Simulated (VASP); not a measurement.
# A VASP study of ZnAu (r2SCAN + rVV10): structure first, properties next

Aim: relax ZnAu, then compute properties on the relaxed cell. The steps: full relaxation (r2SCAN + rVV10), second relaxation, density, ELF and potential (r2SCAN + rVV10), band structure (r2SCAN + rVV10), total and projected DOS (r2SCAN + rVV10), vibrations at Γ (r2SCAN + rVV10) and field gradients at the nuclei (r2SCAN + rVV10). Left out of this account: 1 further run (relaxation: it shows nothing beyond the runs told). The start is a cell from a database of measured crystal structures.

Method: r2SCAN with rVV10; plane waves and PAW (Zn, Au), in VASP 6.6.1.

## Step 1: The starting structure

Before any relaxation, the start is as follows. Symmetry: Pm-3m, No. 221, cubic system. The conventional cell has a = 3.147 Å, b = 3.147 Å, c = 3.147 Å, α = 90.00°, β = 90.00°, γ = 90.00°. Zn has 8 Au at 2.73 Å nearest. Nearest to Au lie 8 Zn at 2.73 Å. Farther neighbours are not listed.

Coordinates:

```cif
data_structure
_symmetry_space_group_name_H-M 'P 1'
_symmetry_Int_Tables_number 1
_cell_length_a 3.1470
_cell_length_b 3.1470
_cell_length_c 3.1470
_cell_angle_alpha 90.000
_cell_angle_beta 90.000
_cell_angle_gamma 90.000
_cell_volume 31.17
loop_
_atom_site_label
_atom_site_type_symbol
_atom_site_fract_x
_atom_site_fract_y
_atom_site_fract_z
_atom_site_occupancy
Zn1 Zn 0.50000 0.50000 0.50000 1
Au2 Au 0.00000 0.00000 0.00000 1
```

## Step 2: Full relaxation (r2SCAN + rVV10)

The start need not lie at this functional's minimum. ISIF = 3 frees volume, shape and positions, and EDIFFG sets the threshold on forces and stress at which the search stops. r2SCAN adds the kinetic-energy density, costs more than a GGA and is run with LASPH. LUSE_VDW switches on a nonlocal correlation term for dispersion.

File INCAR:

```
SYSTEM = ZnAu
PREC = Accurate
ENCUT = 400
EDIFF = 1E-06
NELM = 100
ISMEAR = 1
SIGMA = 0.2
LREAL = .FALSE.
ALGO = Normal
METAGGA = R2SCAN
LUSE_VDW = .TRUE.
IVDW_NL = 2
BPARAM = 11.95
CPARAM = 0.0093
LASPH = .TRUE.
NBANDS = 17
LORBIT = 11
LWAVE = .FALSE.
LCHARG = .FALSE.
KPAR = 2
IBRION = 2
NSW = 60
ISIF = 3
EDIFFG = -0.01
```

File POSCAR:

```
ZnAu
1.0
    3.1470000000      0.0000000000      0.0000000000
    0.0000000000      3.1470000000      0.0000000000
    0.0000000000      0.0000000000      3.1470000000
Zn Au
1 1
Direct
    0.5000000000      0.5000000000      0.5000000000
    0.0000000000      0.0000000000      0.0000000000
```

File KPOINTS:

```
Automatic mesh
0
Gamma
7 7 7
0 0 0
```

Potentials, in the order of the species: Zn and Au (PBE family, release 64).

The run is started by

```sh
> mpirun -np 2 vasp_std
```

Output:

```text
[banner, memory and clock lines left out]
running    2 mpi-ranks, on    1 nodes
 distrk:  each k-point on    1 cores,    2 groups
 distr:  one band on    1 cores,    1 groups

 POSCAR found type information on POSCAR ZnAu
 POSCAR found :  2 types and       2 ions
|                                                                             |
|               ----> ADVICE to this user running VASP <----                  |
|                                                                             |
|     You have switched on vdW-DFT.                                           |
|     This routine was written and supplied by Jiri Klimes. We recommend      |
|     that you carefully read and cite the following publications:            |
|       J. Klimes, D.R. Bowler, A. Michelides                                 |
|          J. Phys.: Cond Matt. 22 022201 (2010)                              |
|       J. Klimes, D.R. Bowler, A. Michelides                                 |
|          Phys. Rev. B. 83, 195131 (2011)                                    |
|     and references therein.                                                 |
|                                                                             |

|                                                                             |
|               ----> ADVICE to this user running VASP <----                  |
|                                                                             |
|     You enforced a specific xc type in the INCAR file but a different       |
|     [... a line on the potential file left out ...]
|     I HOPE YOU KNOW WHAT YOU ARE DOING!                                     |
|                                                                             |

 LDA part: xc-table for (None), standard interpolation
 POSCAR, INCAR and KPOINTS ok, starting setup
 FFT: planning ... GRIDC
 FFT: planning ... GRID_SOFT
 FFT: planning ... GRID
 WAVECAR not read
 entering main loop
       N       E                     dE             d eps       ncg     rms          rms(c)
Total rVV10 correction in eV:      0.5697042    25.5540344
Total rVV10 correction in eV:      0.5697042    25.5540344
DAV:   1     0.501835511435E+02    0.50184E+02   -0.10022E+04   712   0.150E+03
DAV:   2    -0.611175248990E+02   -0.11130E+03   -0.10650E+03   706   0.280E+02
DAV:   3    -0.649905176336E+02   -0.38730E+01   -0.38488E+01   773   0.616E+01
DAV:   4    -0.650224860114E+02   -0.31968E-01   -0.31960E-01   758   0.486E+00
DAV:   5    -0.650228737631E+02   -0.38775E-03   -0.38775E-03   756   0.568E-01    0.909E+00
Total rVV10 correction in eV:      0.5466572    25.5540343
Total rVV10 correction in eV:      0.5466572    25.5540343
DAV:   6    -0.594059388101E+02    0.56169E+01   -0.48384E+00   719   0.254E+01    0.651E+00
Total rVV10 correction in eV:      0.5470163    25.5540343
Total rVV10 correction in eV:      0.5470163    25.5540343
DAV:   7    -0.593943064734E+02    0.11632E-01   -0.16256E-01   717   0.487E+00    0.385E+00
Total rVV10 correction in eV:      0.5428024    25.5540343
Total rVV10 correction in eV:      0.5428024    25.5540343
DAV:   8    -0.594067857929E+02   -0.12479E-01   -0.49548E-02   714   0.235E+00    0.354E-01
Total rVV10 correction in eV:      0.5416054    25.5540343
Total rVV10 correction in eV:      0.5416054    25.5540343
DAV:   9    -0.594047869971E+02    0.19988E-02   -0.78177E-03   755   0.104E+00    0.822E-02
Total rVV10 correction in eV:      0.5410169    25.5540343
Total rVV10 correction in eV:      0.5410169    25.5540343
DAV:  10    -0.594051564201E+02   -0.36942E-03   -0.12572E-03   688   0.378E-01    0.507E-02
Total rVV10 correction in eV:      0.5410545    25.5540343
Total rVV10 correction in eV:      0.5410545    25.5540343
DAV:  11    -0.594051350361E+02    0.21384E-04   -0.76132E-05   760   0.115E-01    0.202E-02
Total rVV10 correction in eV:      0.5410742    25.5540343
Total rVV10 correction in eV:      0.5410742    25.5540343
DAV:  12    -0.594051227812E+02    0.12255E-04   -0.10976E-05   762   0.364E-02    0.438E-03
Total rVV10 correction in eV:      0.5410709    25.5540343
Total rVV10 correction in eV:      0.5410709    25.5540343
DAV:  13    -0.594051202416E+02    0.25396E-05   -0.11039E-06   532   0.940E-03    0.182E-03
Total rVV10 correction in eV:      0.5410750    25.5540343
Total rVV10 correction in eV:      0.5410750    25.5540343
DAV:  14    -0.594051193540E+02    0.88753E-06   -0.24732E-07   355   0.470E-03
Total rVV10 correction in eV:      0.5410744    25.5540343
Total rVV10 correction in eV:      0.5410744    25.5540343
Total rVV10 correction in eV:      0.5410742    25.5540343
Total rVV10 correction in eV:      0.5410742    25.5540343
   1 F= -.59405119E+02 E0= -.59403781E+02  d E =-.594051E+02
 curvature:   0.00 expect dE= 0.000E+00 dE for cont linesearch  0.000E+00
 trial: gam= 0.00000 g(F)=  0.000E+00 g(S)=  0.842E-02 ort = 0.000E+00 (trialstep = 0.100E+01)
 search vector abs. value=  0.842E-02
 bond charge predicted
       N       E                     dE             d eps       ncg     rms          rms(c)
Total rVV10 correction in eV:      0.5409880    25.5540343
Total rVV10 correction in eV:      0.5409880    25.5540343
DAV:   1    -0.595817092840E+02   -0.17659E+00   -0.22975E+00   720   0.265E+01    0.279E+00
Total rVV10 correction in eV:      0.5333492    25.5540310
Total rVV10 correction in eV:      0.5333492    25.5540310
DAV:   2    -0.594170630034E+02    0.16465E+00   -0.43843E-01   796   0.163E+01    0.923E-01
Total rVV10 correction in eV:      0.5329118    25.5540310
Total rVV10 correction in eV:      0.5329118    25.5540310
DAV:   3    -0.594092271946E+02    0.78358E-02   -0.19085E-02   691   0.128E+00    0.634E-01
Total rVV10 correction in eV:      0.5331367    25.5540310
Total rVV10 correction in eV:      0.5331367    25.5540310
DAV:   4    -0.594059513597E+02    0.32758E-02   -0.83477E-04   988   0.119E+00    0.228E-01
Total rVV10 correction in eV:      0.5333314    25.5540310
Total rVV10 correction in eV:      0.5333314    25.5540310
DAV:   5    -0.594053936141E+02    0.55775E-03   -0.53477E-04   727   0.261E-01    0.128E-02
Total rVV10 correction in eV:      0.5333333    25.5540310
Total rVV10 correction in eV:      0.5333333    25.5540310
DAV:   6    -0.594054036742E+02   -0.10060E-04   -0.32795E-05   764   0.667E-02    0.809E-03
Total rVV10 correction in eV:      0.5333382    25.5540310
Total rVV10 correction in eV:      0.5333382    25.5540310
DAV:   7    -0.594054075850E+02   -0.39108E-05   -0.11039E-06   577   0.307E-02    0.274E-03
Total rVV10 correction in eV:      0.5333445    25.5540310
Total rVV10 correction in eV:      0.5333445    25.5540310
DAV:   8    -0.594054070022E+02    0.58280E-06   -0.18882E-06   619   0.144E-02
Total rVV10 correction in eV:      0.5333418    25.5540310
Total rVV10 correction in eV:      0.5333418    25.5540310
Total rVV10 correction in eV:      0.5333428    25.5540310
Total rVV10 correction in eV:      0.5333428    25.5540310
   2 F= -.59405407E+02 E0= -.59403991E+02  d E =-.287648E-03
[...]
3 F= -.59407491E+02 E0= -.59406113E+02  d E =-.237202E-02
 curvature:  -0.23 expect dE=-0.222E-04 dE for cont linesearch -0.222E-04
 ZBRENT: interpolating
 opt :   0.4856  next Energy=   -59.407514 (dE=-0.240E-02)
 bond charge predicted
       N       E                     dE             d eps       ncg     rms          rms(c)
Total rVV10 correction in eV:      0.5369337    25.5540323
Total rVV10 correction in eV:      0.5369337    25.5540323
DAV:   1    -0.594079845858E+02   -0.49298E-03   -0.62218E-03   719   0.140E+00    0.143E-01
Total rVV10 correction in eV:      0.5373215    25.5540325
Total rVV10 correction in eV:      0.5373215    25.5540325
DAV:   2    -0.594074908676E+02    0.49372E-03   -0.11425E-03   805   0.764E-01    0.499E-02
Total rVV10 correction in eV:      0.5373509    25.5540325
Total rVV10 correction in eV:      0.5373509    25.5540325
DAV:   3    -0.594074785026E+02    0.12365E-04   -0.46484E-05   704   0.646E-02    0.345E-02
Total rVV10 correction in eV:      0.5373357    25.5540325
Total rVV10 correction in eV:      0.5373357    25.5540325
DAV:   4    -0.594074807549E+02   -0.22523E-05   -0.24549E-06   762   0.571E-02    0.592E-03
Total rVV10 correction in eV:      0.5373307    25.5540325
Total rVV10 correction in eV:      0.5373307    25.5540325
DAV:   5    -0.594074839279E+02   -0.31730E-05   -0.20574E-06   441   0.167E-02    0.991E-04
Total rVV10 correction in eV:      0.5373312    25.5540325
Total rVV10 correction in eV:      0.5373312    25.5540325
DAV:   6    -0.594074836704E+02    0.25755E-06   -0.30665E-08   342   0.204E-03
Total rVV10 correction in eV:      0.5373304    25.5540325
Total rVV10 correction in eV:      0.5373304    25.5540325
Total rVV10 correction in eV:      0.5373303    25.5540325
Total rVV10 correction in eV:      0.5373303    25.5540325
   4 F= -.59407484E+02 E0= -.59406108E+02  d E =-.236432E-02
 curvature:  -0.24 expect dE=-0.839E-08 dE for cont linesearch -0.839E-08
 trial: gam=-0.00202 g(F)=  0.856E-65 g(S)=  0.346E-07 ort = 0.171E-04 (trialstep = 0.897E+00)
 search vector abs. value=  0.100E-09
 reached required accuracy - stopping structural energy minimisation
```

It took 73 s on 2 MPI ranks of Intel Xeon Platinum 8375C at 2.90GHz (Ice Lake), shared host; peak memory 0.42 GiB.

The logs omit lines about the potential files and the build; timing stands in the text.

Parts of OUTCAR (step 2):

```text
ion  position               nearest neighbor table
   1  0.500  0.500  0.500-   2 2.73   2 2.73   2 2.73   2 2.73   2 2.73   2 2.73   2 2.73   2 2.73

  LATTYP: Found a simple cubic cell.
 ALAT       =     3.1470000000

 Subroutine GETGRP returns: Found 48 space group operations
 (whereof 48 operations were pure point group operations)

The static configuration has the point symmetry O_h .

 Found     20 irreducible k-points:

   k-points           NKPTS =     20   k-points in BZ     NKDIM =     20   number of bands    NBANDS=     17

   dimension x,y,z NGX =    24 NGY =   24 NGZ =   24
   dimension x,y,z NGXF=    48 NGYF=   48 NGZF=   48

   ENCUT  =  400.0 eV  29.40 Ry    5.42 a.u.   5.13  5.13  5.13*2*pi/ulx,y,z

   NELECT =      23.0000    total number of electrons

 k-points in reciprocal lattice and weights: Automatic mesh
   0.00000000  0.00000000  0.00000000       0.003
   0.14285714  0.00000000  0.00000000       0.017
   0.28571429  0.00000000  0.00000000       0.017
   0.42857143  0.00000000  0.00000000       0.017
   0.14285714  0.14285714  0.00000000       0.035
   0.28571429  0.14285714  0.00000000       0.070
   0.42857143  0.14285714  0.00000000       0.070
   0.28571429  0.28571429  0.00000000       0.035
   0.42857143  0.28571429  0.00000000       0.070
[...]
0.42857143  0.42857143  0.28571429       0.070
   0.42857143  0.42857143  0.42857143       0.023

 average (electrostatic) potential at core
       1 -38.2668       2 -72.6290

 E-fermi :   7.3459

 k-point     1 :       0.0000    0.0000    0.0000
  band No.  band energies     occupation
    ...
      7       1.3244      2.00000
      8       1.3244      2.00000
      9       3.1051      2.00000
     10       3.1051      2.00000
     11       3.1051      2.00000
     12      12.4101      0.00000
     13      12.4101      0.00000
     14      12.4101      0.00000
     15      16.7332      0.00000
     16      19.7090      0.00000
    ...

 k-point     2 :       0.1429    0.0000    0.0000
  band No.  band energies     occupation
    ...
      7       1.2632      2.00000
      8       1.4238      2.00000
      9       2.8362      2.00000
     10       2.8362      2.00000
     11       3.0751      2.00000
     12      10.1261     -0.00000
     13      13.1056      0.00000
     14      13.1056      0.00000
     15      17.7389      0.00000
     16      19.3356      0.00000
    ...

 k-point     3 :       0.2857    0.0000    0.0000
  band No.  band energies     occupation
    ...
      8       1.6298      2.00000
      9       2.2980      2.00000
     10       2.2980      2.00000
     11       3.0058      2.00000
     12       6.9681      2.02249
     13      14.9235      0.00000
     14      14.9235      0.00000
     15      18.2653      0.00000
     16      18.5593      0.00000
     17      23.6155      0.00000

  Total       -0.0006911     -0.0006911     -0.0006911     -0.0000000      0.0000000     -0.0000000
  in kB       -0.0359589     -0.0359589     -0.0359589     -0.0000000      0.0000000     -0.0000000
  external PRESSURE =      -0.0359589 kB  Pullay stress =       0.0000000 kB

  energy-cutoff  :      400.00
  volume of cell :       30.79
      direct lattice vectors                 reciprocal lattice vectors
     3.134427555 -0.000000000 -0.000000000     0.319037522  0.000000000 -0.000000000
    -0.000000000  3.134427555 -0.000000000     0.000000000  0.319037522  0.000000000
     0.000000000 -0.000000000  3.134427555     0.000000000  0.000000000  0.319037522

 POSITION                                       TOTAL-FORCE (eV/Angst)
 -----------------------------------------------------------------------------------
      1.56721      1.56721      1.56721         0.000000     -0.000000      0.000000
      0.00000      0.00000      0.00000        -0.000000      0.000000      0.000000
 -----------------------------------------------------------------------------------
    total drift:                                0.000000      0.000000     -0.000000

  FREE ENERGIE OF THE ION-ELECTRON SYSTEM (eV)
  ---------------------------------------------------
  free  energy   TOTEN  =       -59.4074836704 eV

  energy  without entropy=      -59.4033576826  energy(sigma->0) =      -59.40610834

 reached required accuracy - stopping structural energy minimisation

 total charge
# of ion       s       p       d       tot
------------------------------------------
    1        0.510   0.460   9.786  10.756
    2        0.628   0.417   8.716   9.760
--------------------------------------------------
tot          1.138   0.876  18.502  20.516

[... 3 further parts left out ...]
```

CONTCAR:

```
ZnAu
   1.00000000000000
     3.1344275545474742   -0.0000000000000000   -0.0000000000000000
    -0.0000000000000000    3.1344275545474742   -0.0000000000000000
     0.0000000000000000   -0.0000000000000000    3.1344275545474742
  Zn              Au
     1     1
Direct
     0.5000000000000000    0.5000000000000000    0.5000000000000000
     0.0000000000000000    0.0000000000000000    0.0000000000000000
```

This run has no spin polarisation. Its electron count is odd, so without a moment it is a metal by construction. The k-mesh is coarse for a metal. The PAW data sets were made with PBE, which is usual practice but a small mismatch for other functionals. The run keeps the 48 symmetry operations of its start, so it cannot find a distortion of lower symmetry.

Step by step:

| step | energy less that of the first step (eV) | largest force (eV/Å) | pressure (GPa) | volume (Å³) |
| --- | --- | --- | --- | --- |
| 1 | 0.0000 | 0.0000 | -1.75 | 31.17 |
| 2 | -0.0003 | 0.0000 | 2.00 | 30.40 |
| 3 | -0.0024 | 0.0000 | 0.19 | 30.76 |
| 4 | -0.0024 | 0.0000 | 0.00 | 30.79 |

| conventional cell, symmetrised | before | after | change |
| --- | --- | --- | --- |
| a (Å) | 3.147 | 3.134 | -0.4 % |
| b (Å) | 3.147 | 3.134 | -0.4 % |
| c (Å) | 3.147 | 3.134 | -0.4 % |
| volume (Å³/atom) | 15.58 | 15.40 | -1.2 % |

Final coordinates:

```xyz
2
Lattice="3.1344 0.0000 0.0000 0.0000 3.1344 0.0000 0.0000 0.0000 3.1344" Properties=species:S:1:pos:R:3 pbc="T T T"
Zn    1.5672    1.5672    1.5672
Au    0.0000    0.0000    0.0000
```

This step gave:

| Item | Value |
| --- | --- |
| electrons | 23 |
| bands | 17 |
| irreducible k-points | 20 |
| symmetry operations | 48 |
| free energy (TOTEN) | -59.4075 eV |
| energy at zero smearing | -59.4061 eV |
| Fermi energy | 7.346 eV |
| pressure | -0.003596 GPa |
| metallic | yes |
| SCF cycles over all ionic steps | 34 |

It ends with forces that vanish by symmetry and a pressure of 0.00 GPa. The volume lies -1.2 % from that of the database's start, which holds the thermal and zero-point expansion of its experiment.

(Continued in part 2 of 5.)

[Lines on the potential files, build, host, timing and source positions are cut from VASP's logs without a mark.]

[Logs are printed without paths, hosts, clocks, repeated set-up lines and the standing remarks that a program may print on its own settings, such as how far it seeks lower states.]

[Hosts, paths, dates, database ids (printed as entryN), source tags and the programs' standing remarks are cut or masked in the printed files.]

[A measured line is paired with the nearest computed mode of its activity, which favours agreement.]
